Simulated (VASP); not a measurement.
Level of theory: PBE GGA, VASP's PBE PAW potentials (set 64) (plane waves; VASP).

The input files of a VASP run:

**KPOINTS**
```
kpoints
0
Gamma
  5 5 1
0 0 0
```

POSCAR:
```
NiO
1
    3.1907520000     0.0000000000     0.0000000000
    0.0000000000     3.1907520000     0.0000000000
    0.0000000000     0.0000000000    15.9041790000
Ni O
2 2
Direct
  0.5000000000   0.0000000000   0.5598640000
  0.0000000000   0.5000000000   0.4401360000
  0.0000000000   0.0000000000   0.5000000000
  0.5000000000   0.5000000000   0.5000000000
```

INCAR:
```
SYSTEM = NiO
PREC = Accurate
ENCUT = 400
EDIFF = 1E-6
NELM = 100
ALGO = Normal
LREAL = .FALSE.
LASPH = .TRUE.
ISMEAR = -1
SIGMA = 0.136
GGA = PE
LMAXMIX = 4
LWAVE = .FALSE.
LCHARG = .FALSE.
ISIF = 2
ISPIN = 2
MAGMOM = 2.0 2.0 0.0 0.0
LORBIT = 11
```

POTCAR, in this order: Ni O (PBE.64 set). Program: vasp_std.

The cell holds a wide vacuum, so values per volume refer to the whole cell. The moments were started parallel, and other spin orders were not tried in this run.

### Question
Estimate the energy per atom (σ→0), cell moment, largest force, band gap (on the k-mesh).

### Answer

```
Property                                                     Value
------------------------  ----------------------------------------
energy per atom (σ→0)                               -4.917 eV/atom
cell moment                                                0.00 μB
band gap (on the k-mesh)  none (metal, semimetal or under 0.01 eV)
largest force                                           0.668 eV/Å
```

File OSZICAR:
```
...
DAV:  27    -0.197902780278E+02   -0.43462E-03   -0.66482E-05   608   0.584E-02    0.960E-03
DAV:  28    -0.197902168718E+02    0.61156E-04   -0.13744E-05   490   0.276E-02    0.776E-03
DAV:  29    -0.197904234914E+02   -0.20662E-03   -0.15256E-05   516   0.231E-02    0.220E-03
DAV:  30    -0.197904328427E+02   -0.93513E-05   -0.24050E-06   434   0.833E-03    0.157E-03
DAV:  31    -0.197904343526E+02   -0.15099E-05   -0.24345E-06   470   0.137E-02    0.301E-03
DAV:  32    -0.197904377983E+02   -0.34458E-05   -0.11156E-06   444   0.112E-02    0.843E-04
DAV:  33    -0.197904383091E+02   -0.51077E-06   -0.22945E-07   400   0.294E-03
   1 F= -.19790438E+02 E0= -.19668105E+02  d E =-.244668E+00  mag=     0.0002
```

The cell is a sheet with vacuum, built from a generated structure.
